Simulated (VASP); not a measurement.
All values below come from PBEsol GGA, VASP's PBE PAW potentials (set 64) (plane waves; VASP).

The input files of a VASP run:

INCAR:
```
LWAVE=.FALSE.
LASPH=.TRUE.   # aspherical one-centre terms
IBRION=2   # conjugate gradients
LMAXMIX=6   # l cut-off of mixed one-centre charges
LCHARG=.FALSE.
SYSTEM=Mo2W2
NSW=60   # most ionic steps
SIGMA=0.1
NELM=100
LREAL=.FALSE.   # projection in real space or not
EDIFFG=-0.02   # ionic stop
ALGO=Normal   # blocked Davidson
GGA=PS   # PBEsol
EDIFF=1E-6
PREC=Accurate
ISIF=3   # ions, shape and volume
ENCUT=400   # plane-wave cut-off (eV)
ISMEAR=1
```

### POSCAR
```
Mo2W2
1
   -3.1435112965     3.1459097701     3.1459100158
    3.1435110524    -3.1468740391     3.1468740391
    1.5717557703     1.5734371424    -1.5734371424
W Mo
2 2
Direct
  0.0000000000   0.0000000000   0.0000000000
  0.0000000000   0.5000000000   0.0000000000
  0.5000000000   0.0000000000   0.0000000000
  0.5000000000   0.5000000000   0.0000000000
```

File KPOINTS:
```
Automatic mesh
0
Gamma
6 6 12
0 0 0
```

POTCAR, in this order: W_sv Mo_sv (PBE.64 set). Program: vasp_std.

Output of the run:

**OUTCAR**
```
 ion  position               nearest neighbor table
   1  0.000  0.000  0.000-   4 2.72   3 2.72   3 2.72   4 2.72   2 2.72   2 2.72   2 3.14   2 3.14
                             3 3.15   3 3.15   4 3.15   4 3.15
   2  0.000  0.500  0.000-   3 2.72   4 2.72   4 2.72   3 2.72   1 2.72   1 2.72   1 3.14   1 3.14
                             4 3.15   4 3.15   3 3.15   3 3.15
   3  0.500  0.000  0.000-   2 2.72   1 2.72   1 2.72   2 2.72   4 2.72   4 2.72   4 3.14   4 3.14
                             1 3.15   1 3.15   2 3.15   2 3.15
   4  0.500  0.500  0.000-   1 2.72   2 2.72   2 2.72   1 2.72   3 2.72   3 2.72   3 3.14   3 3.14
                             2 3.15   2 3.15   1 3.15   1 3.15
  LATTYP: Found a base centered monoclinic cell.
 ALAT       =     5.4486047914
 B/A-ratio  =     1.6330743766
 C/A-ratio  =     0.5000000519
 COS(beta)  =    -0.3342834016
 Subroutine PRICEL returns following result:
  LATTYP: Found a base centered orthorhombic cell.
 ALAT       =     3.1435112965
 B/A-ratio  =     1.4157264597
 C/A-ratio  =     1.4152926511
 Subroutine GETGRP returns: Found  4 space group operations
The static configuration has the point symmetry C_2h.
The dynamic configuration has the point symmetry C_2h.
 Subroutine INISYM returns: Found  4 space group operations
 Subroutine IBZKPT returns following result:
 Found    131 irreducible k-points:

 Following reciprocal coordinates:
            Coordinates               Weight
  0.000000  0.000000  0.000000      1.000000
  0.166667  0.000000  0.000000      2.000000
  0.333333  0.000000  0.000000      2.000000
  0.500000  0.000000  0.000000      1.000000
  0.000000  0.166667  0.000000      4.000000
  0.166667  0.166667  0.000000      4.000000
  0.333333  0.166667  0.000000      4.000000
  0.000000  0.333333  0.000000      4.000000
  0.166667  0.333333 -0.000000      4.000000
  0.333333  0.333333 -0.000000      2.000000
 -0.166667  0.333333 -0.000000      2.000000
  0.000000  0.500000  0.000000      2.000000
...
```

### OSZICAR
```
       N       E                     dE             d eps       ncg     rms          rms(c)
DAV:   1     0.621765776139E+03    0.62177E+03   -0.28909E+04  8702   0.160E+03
DAV:   2    -0.234078831197E+02   -0.64517E+03   -0.63605E+03  9446   0.539E+02
DAV:   3    -0.535841527405E+02   -0.30176E+02   -0.29629E+02 11112   0.111E+02
DAV:   4    -0.540643335113E+02   -0.48018E+00   -0.47679E+00  9740   0.142E+01
DAV:   5    -0.540764395104E+02   -0.12106E-01   -0.12076E-01 11170   0.191E+00    0.388E+01
DAV:   6    -0.517058961196E+02    0.23705E+01   -0.48580E+00  9515   0.157E+01    0.135E+01
DAV:   7    -0.513220027534E+02    0.38389E+00   -0.24129E+00 11194   0.910E+00    0.233E+00
DAV:   8    -0.512257340305E+02    0.96269E-01   -0.91924E-01 10992   0.401E+00    0.144E+00
DAV:   9    -0.512074433653E+02    0.18291E-01   -0.84633E-02 11010   0.146E+00    0.411E-01
DAV:  10    -0.512063914309E+02    0.10519E-02   -0.37822E-03 11650   0.418E-01    0.134E-01
DAV:  11    -0.512063808478E+02    0.10583E-04   -0.41839E-04 11399   0.977E-02    0.391E-02
DAV:  12    -0.512063765739E+02    0.42738E-05   -0.59852E-05 11081   0.437E-02    0.933E-03
DAV:  13    -0.512063761832E+02    0.39076E-06   -0.58205E-06  8618   0.108E-02
   1 F= -.51206376E+02 E0= -.51206471E+02  d E =-.512064E+02
       N       E                     dE             d eps       ncg     rms          rms(c)
DAV:   1    -0.514657606555E+02   -0.25938E+00   -0.77685E+00  8682   0.261E+01    0.693E+00
DAV:   2    -0.512294358599E+02    0.23632E+00   -0.68690E-01  8789   0.619E+00    0.141E+00
DAV:   3    -0.511998604230E+02    0.29575E-01   -0.24578E-01 11292   0.303E+00    0.991E-01
DAV:   4    -0.511913771164E+02    0.84833E-02   -0.74371E-02 10745   0.125E+00    0.879E-01
DAV:   5    -0.511917861199E+02   -0.40900E-03   -0.92038E-03 10860   0.581E-01    0.146E-01
DAV:   6    -0.511915502806E+02    0.23584E-03   -0.20060E-03 10944   0.241E-01    0.192E-02
DAV:   7    -0.511915528796E+02   -0.25990E-05   -0.55094E-05 10894   0.417E-02    0.125E-02
DAV:   8    -0.511915512944E+02    0.15852E-05   -0.80738E-06  8695   0.144E-02    0.302E-03
DAV:   9    -0.511915512138E+02    0.80577E-07   -0.41209E-07  5125   0.388E-03
   2 F= -.51191551E+02 E0= -.51191860E+02  d E =0.148250E-01
       N       E                     dE             d eps       ncg     rms          rms(c)
DAV:   1    -0.513688299915E+02   -0.17728E+00   -0.46295E+00  8669   0.203E+01    0.495E+00
DAV:   2    -0.512303090483E+02    0.13852E+00   -0.40336E-01  8692   0.467E+00    0.112E+00
DAV:   3    -0.512127967973E+02    0.17512E-01   -0.14732E-01 11210   0.232E+00    0.739E-01
DAV:   4    -0.512077425130E+02    0.50543E-02   -0.43772E-02 10791   0.942E-01    0.623E-01
DAV:   5    -0.512081239535E+02   -0.38144E-03   -0.51967E-03 10821   0.404E-01    0.126E-01
DAV:   6    -0.512078679202E+02    0.25603E-03   -0.17494E-03 10918   0.221E-01    0.181E-02
DAV:   7    -0.512078715032E+02   -0.35830E-05   -0.37642E-05  9971   0.371E-02    0.939E-03
DAV:   8    -0.512078710884E+02    0.41481E-06   -0.35711E-06  7802   0.952E-03
   3 F= -.51207871E+02 E0= -.51208051E+02  d E =-.149491E-02
```

**OUTCAR**
```
------------------------ aborting loop because EDIFF is reached ----------------------------------------
  FORCE on cell =-STRESS in cart. coord.  units (eV):
  Direction    XX          YY          ZZ          XY          YZ          ZX
  --------------------------------------------------------------------------------------
  Total        0.0132648      0.0004424      0.0004424      0.0000903     -0.0450556     -0.0000903
  in kB        0.3431692      0.0114463      0.0114463      0.0023355     -1.1656174     -0.0023368
  external PRESSURE =       0.1220206 kB  Pullay stress =       0.0000000 kB
  volume of cell :       61.93
      direct lattice vectors                 reciprocal lattice vectors
    -3.138465268  3.140013050  3.140011733     0.000000000  0.159235040  0.159235040
     3.138466589 -3.142134978  3.142134978     0.159313503  0.000053800  0.159181240
     1.569231974  1.571066830 -1.571066830     0.318627139  0.318362614  0.000107467
 POSITION                                       TOTAL-FORCE (eV/Angst)
 -----------------------------------------------------------------------------------
     -0.00000      0.00000      0.00000        -0.000000      0.000000      0.000000
      1.56923     -1.57107      1.57107        -0.000000      0.000000      0.000000
     -1.56923      1.57001      1.57001        -0.000000     -0.000000      0.000000
      0.00000     -0.00106      3.14107         0.000000     -0.000000     -0.000000
 -----------------------------------------------------------------------------------
    total drift:                               -0.000000     -0.000000      0.000000
  FREE ENERGIE OF THE ION-ELECTRON SYSTEM (eV)
  ---------------------------------------------------
  free  energy   TOTEN  =       -51.2078710884 eV

  energy  without entropy=      -51.2084095677  energy(sigma->0) =      -51.20805058

 reached required accuracy - stopping structural energy minimisation
```
(Selected blocks of OUTCAR.)

CONTCAR:
```
Mo2W2
   1.00000000000000
    -3.1384652680935217    3.1400130501167922    3.1400117327625425
     3.1384665890170451   -3.1421349776325136    3.1421349776325136
     1.5692319735849991    1.5710668301391317   -1.5710668301391317
  W               Mo
     2     2
Direct
     0.0000000000000000    0.0000000000000000    0.0000000000000000
     0.0000000000000000    0.5000000000000000    0.0000000000000000
     0.5000000000000000    0.0000000000000000    0.0000000000000000
     0.5000000000000000    0.5000000000000000    0.0000000000000000
```

**OUTCAR**
```
 val. band max:       12.1028896799   @ k =   0.5000   0.3333   0.1667

 cond. band min:      12.1762195832   @ k =   0.0000  -0.1667   0.0833


 Fermi energy:        12.1088005463

 k-point     1 :       0.0000    0.0000    0.0000
  band No.  band energies     occupation
      1     -61.9004      2.00000
      2     -61.8251      2.00000
      3     -48.9205      2.00000
      4     -48.7816      2.00000
      5     -26.6773      2.00000
      6     -26.3375      2.00000
      7     -26.1575      2.00000
      8     -25.7366      2.00000
      9     -25.6501      2.00000
     10     -25.4838      2.00000
     11     -23.4392      2.00000
     12     -22.9139      2.00000
     13     -22.8614      2.00000
     14     -22.5445      2.00000
     15     -22.4720      2.00000
     16     -22.3470      2.00000
     17       3.3846      2.00000
     18       5.9192      2.00000
     19       6.3515      2.00000
     20       6.4824      2.00000
     21       8.5290      2.00000
     22       8.5672      2.00000
     23       8.5816      2.00000
     24      10.7874      2.00000
     25      10.7889      2.00000
     26      10.8085      2.00000
     27      13.1430     -0.00000
     28      13.3288     -0.00000
     29      13.5140     -0.00000
     30      13.7886     -0.00000
     31      13.7966     -0.00000
     32      13.9243     -0.00000
     33      14.1393      0.00000

 k-point     2 :       0.1667    0.0000    0.0000
  band No.  band energies     occupation
      1     -61.9003      2.00000
      2     -61.8251      2.00000
      3     -48.9211      2.00000
      4     -48.7817      2.00000
      5     -26.6651      2.00000
      6     -26.3046      2.00000
      7     -26.1381      2.00000
      8     -25.7334      2.00000
      9     -25.6464      2.00000
     10     -25.4838      2.00000
     11     -23.4622      2.00000
     12     -22.9606      2.00000
     13     -22.8856      2.00000
     14     -22.5496      2.00000
     15     -22.4775      2.00000
...
```

Unless said otherwise, spin-orbit coupling is left out, though it shifts the bands of the heavy elements here.

The structure was generated: Mo2W2 was put into an ordered model structure (Cmmm), which need not be its known phase. This run relaxes it. Symmetry was kept, so distortions that lower it aren't found. The start is the result of an earlier pass.
